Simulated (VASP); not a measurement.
Input:

```
Ag3Ir
1.0
   -0.10306     3.92140     4.10229
    3.92140    -0.10306     4.10229
    1.90917     1.90917     0.00000
Ir Ag
1 3
Direct
  0.00000   0.00000   0.00000
  0.00000   0.50000   0.00000
  0.50000   0.00000   0.00000
  0.50000   0.50000   0.00000
```

All values below come from PBEsol GGA, VASP's PBE PAW potentials (set 64) (plane waves; VASP). Run with 400 eV cut-off, 7×7×15 Γ-centred mesh, tetrahedra with Blöchl corrections, potentials Ir Ag.

Unless said otherwise, spin-orbit coupling is left out, though it shifts the bands of the heavy elements here.

Q: What does the run give for the energy per atom (σ→0), band gap (on the k-mesh) with the smallest direct gap where there is one?

A: 
* **band gap (on the k-mesh)**: none (metal, semimetal or under 0.01 eV)
* **energy per atom (σ→0)**: -4.651 eV/atom

Only differences to runs with the same potentials and settings are physical.

The structure was generated: Ag3Ir was put into an ordered model structure (Cmmm), which need not be its known phase. It was relaxed first.
